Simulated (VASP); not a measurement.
VASP, PAW. Band gap of HfS$_{2}$ (1T layered) (no spin-orbit coupling). Without a dispersion term in the relaxation, distances and binding between the weakly bound layers, chains or molecules are unreliable, and so is what depends on them.

```json
[
 {"level": "AM05 (own cell) [volume +11 % from the start]", "band gap (eV)": "1.08"},
 {"level": "optB88-vdW (own cell)", "band gap (eV)": "1.00"}
]
```

Task: Estimate the band gap from PBEsol (own cell), PBE-D3(BJ) (own cell), rev-vdW-DF2 (own cell) and from experiment.

Result: 
The PBEsol (own cell) is 0.93 eV. The PBE-D3(BJ) (own cell) is 0.88 eV. The rev-vdW-DF2 (own cell) is 0.91 eV. The measured comes out as 1.80 eV (as given by Miłosz Rybak et al., Nanomaterials (2022), arXiv:2210.12074).

Only levels that ran to the end are used. Left out are those held back, those with too coarse a band path, GW runs whose mesh misses a band edge, hybrids' fits of cells that aren't cubic and levels without matching references; a question may draw on a part of the rest.

The compound is HfS2 in the 1T layered structure.
